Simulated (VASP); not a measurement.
Level of theory: PBE GGA, VASP's PBE PAW potentials (set 64) (plane waves; VASP 6.6.1).

The input files of a VASP run:

KPOINTS:
```
K-points
0
Gamma
16 16 16
```

### INCAR
```
LREAL = F
IBRION = 2   # conjugate gradients
LMAXMIX = 6
LCHARG = F
PREC = Accurate
ISIF = 3   # ions, shape and volume
GGA = PE   # PBE
SIGMA = 0.1   # width (eV)
NSW = 40   # most ionic steps
ISMEAR = 1
LASPH = T   # aspherical one-centre terms
SYSTEM = Au
ALGO = Normal
LWAVE = F
ENCUT = 500   # plane-wave cut-off (eV)
NELM = 100   # most electronic steps
EDIFFG = -0.02
PSTRESS = 300
EDIFF = 1E-6
```

### POSCAR
```
Au
1
    0.0000000000     2.0067365784     2.0067365784
    2.0067365784     0.0000000000     2.0067365784
    2.0067365784     2.0067365784     0.0000000000
Au
1
Direct
  0.0000000000   0.0000000000   0.0000000000
```

POTCAR, in this order: Au (PBE.64 set). Program: vasp_std.

What VASP printed:

### OUTCAR
```
 ion  position               nearest neighbor table
   1  0.000  0.000  0.000-
  LATTYP: Found a face centered cubic cell.
 ALAT       =     4.0134731568
 Subroutine PRICEL returns:
 Original cell was already a primitive cell.
 Subroutine GETGRP returns: Found 48 space group operations
The static configuration has the point symmetry O_h .
The dynamic configuration has the point symmetry O_h .
 Subroutine INISYM returns: Found 48 space group operations
 Subroutine IBZKPT returns following result:
 Found    145 irreducible k-points:

 Following reciprocal coordinates:
            Coordinates               Weight
  0.000000  0.000000  0.000000      1.000000
  0.062500  0.000000  0.000000      8.000000
  0.125000  0.000000  0.000000      8.000000
  0.187500  0.000000  0.000000      8.000000
  0.250000  0.000000  0.000000      8.000000
  0.312500  0.000000  0.000000      8.000000
  0.375000  0.000000  0.000000      8.000000
  0.437500  0.000000  0.000000      8.000000
  0.500000  0.000000  0.000000      4.000000
  0.062500  0.062500  0.000000      6.000000
...
```

File OSZICAR:
```
       N       E                     dE             d eps       ncg     rms          rms(c)
DAV:   1     0.420441998711E+02    0.42044E+02   -0.58349E+03  2882   0.106E+03
DAV:   2    -0.304141230143E+01   -0.45086E+02   -0.42620E+02  2704   0.198E+02
DAV:   3    -0.338464694830E+01   -0.34323E+00   -0.34302E+00  3186   0.184E+01
DAV:   4    -0.338548489300E+01   -0.83794E-03   -0.83793E-03  2955   0.928E-01
DAV:   5    -0.338548975013E+01   -0.48571E-05   -0.48576E-05  2981   0.661E-02    0.112E+01
DAV:   6    -0.314702811868E+01    0.23846E+00   -0.70110E-01  2657   0.840E+00    0.690E+00
DAV:   7    -0.312344795484E+01    0.23580E-01   -0.98703E-02  2777   0.311E+00    0.283E+00
DAV:   8    -0.312087419533E+01    0.25738E-02   -0.33720E-03  2742   0.614E-01    0.251E-01
DAV:   9    -0.312086433596E+01    0.98594E-05   -0.91620E-06  2845   0.359E-02    0.131E-02
DAV:  10    -0.312086944604E+01   -0.51101E-05   -0.20320E-06  2895   0.174E-02    0.714E-04
DAV:  11    -0.312086943891E+01    0.71310E-08   -0.32926E-08  1366   0.178E-03
   1 F= -.94570895E-01 E0= -.94505957E-01  d E =-.945709E-01
       N       E                     dE             d eps       ncg     rms          rms(c)
DAV:   1    -0.492995130429E+01   -0.18091E+01   -0.52152E+01  2667   0.825E+01    0.134E+01
DAV:   2    -0.268376515727E+01    0.22462E+01   -0.59066E+00  2621   0.251E+01    0.345E+00
DAV:   3    -0.250863945017E+01    0.17513E+00   -0.77419E-01  2717   0.858E+00    0.185E+00
DAV:   4    -0.250931167710E+01   -0.67223E-03   -0.70362E-03  2726   0.931E-01    0.114E+00
DAV:   5    -0.251098294536E+01   -0.16713E-02   -0.68380E-03  2841   0.691E-01    0.516E-02
DAV:   6    -0.251105916032E+01   -0.76215E-04   -0.94041E-05  3131   0.898E-02    0.463E-02
DAV:   7    -0.251106300637E+01   -0.38460E-05   -0.26199E-06  2728   0.162E-02    0.436E-03
DAV:   8    -0.251106294366E+01    0.62709E-07   -0.67633E-08  1361   0.296E-03
   2 F= 0.95052705E-01 E0= 0.95087619E-01  d E =0.189624E+00
       N       E                     dE             d eps       ncg     rms          rms(c)
DAV:   1    -0.441895215913E+01   -0.19079E+01   -0.31366E+01  2647   0.652E+01    0.700E+00
DAV:   2    -0.313322026736E+01    0.12857E+01   -0.35649E+00  2616   0.194E+01    0.507E+00
DAV:   3    -0.303783499576E+01    0.95385E-01   -0.38225E-01  2676   0.599E+00    0.332E+00
DAV:   4    -0.303590054246E+01    0.19345E-02   -0.82525E-03  2744   0.798E-01    0.747E-01
DAV:   5    -0.303604584699E+01   -0.14530E-03   -0.96338E-04  3007   0.205E-01    0.179E-02
DAV:   6    -0.303607552063E+01   -0.29674E-04   -0.16425E-05  2865   0.418E-02    0.524E-03
DAV:   7    -0.303607616927E+01   -0.64865E-06   -0.76760E-07  2218   0.776E-03
   3 F= -.11322772E+00 E0= -.11315669E+00  d E =-.186568E-01
       N       E                     dE             d eps       ncg     rms          rms(c)
DAV:   1    -0.303224618722E+01    0.38293E-02   -0.47779E-03  2656   0.792E-01    0.909E-02
DAV:   2    -0.303203973077E+01    0.20646E-03   -0.61977E-04  2624   0.249E-01    0.433E-02
DAV:   3    -0.303202764646E+01    0.12084E-04   -0.58651E-05  2680   0.728E-02    0.283E-02
DAV:   4    -0.303202893135E+01   -0.12849E-05   -0.18193E-06  2686   0.124E-02    0.571E-04
DAV:   5    -0.303202893944E+01   -0.80885E-08   -0.29347E-08  1308   0.177E-03
   4 F= -.11326646E+00 E0= -.11319539E+00  d E =-.186956E-01
```

### OUTCAR
```
------------------------ aborting loop because EDIFF is reached ----------------------------------------
  FORCE on cell =-STRESS in cart. coord.  units (eV):
  Direction    XX          YY          ZZ          XY          YZ          ZX
  --------------------------------------------------------------------------------------
  Total        2.9122865      2.9122865      2.9122865     -0.0000000      0.0000000      0.0000000
  in kB      299.3343798    299.3343798    299.3343798     -0.0000000      0.0000000      0.0000000
  external PRESSURE =      -0.6656202 kB  Pullay stress =     300.0000000 kB
  volume of cell :       15.59
      direct lattice vectors                 reciprocal lattice vectors
     0.000000000  1.982680320  1.982680320    -0.252183872  0.252183872  0.252183872
     1.982680320 -0.000000000  1.982680320     0.252183872 -0.252183872  0.252183872
     1.982680320  1.982680320  0.000000000     0.252183872  0.252183872 -0.252183872
 POSITION                                       TOTAL-FORCE (eV/Angst)
 -----------------------------------------------------------------------------------
      0.00000      0.00000      0.00000         0.000000      0.000000     -0.000000
 -----------------------------------------------------------------------------------
    total drift:                               -0.000000      0.000000      0.000000
  FREE ENERGIE OF THE ION-ELECTRON SYSTEM (eV)
  ---------------------------------------------------
  free  energy   TOTEN  =        -3.0320289394 eV

  energy  without entropy=       -3.0318157525  energy(sigma->0) =       -3.03195788
  enthalpy is  TOTEN    =        -0.1132664553 eV   P V=        2.9187624842

 reached required accuracy - stopping structural energy minimisation
```
(Selected blocks of OUTCAR.)

### CONTCAR
```
Au
   1.00000000000000
     0.0000000000000000    1.9826803200421474    1.9826803200421474
     1.9826803200421474   -0.0000000000000000    1.9826803200421474
     1.9826803200421474    1.9826803200421474    0.0000000000000000
  Au
     1
Direct
     0.0000000000000000    0.0000000000000000    0.0000000000000000
```

Energy and stress use the plane-wave basis of the starting cell.

The compound is Au in the fcc structure. This run relaxes it under an external pressure of 30 GPa. Symmetry was kept, so distortions that lower it aren't found.
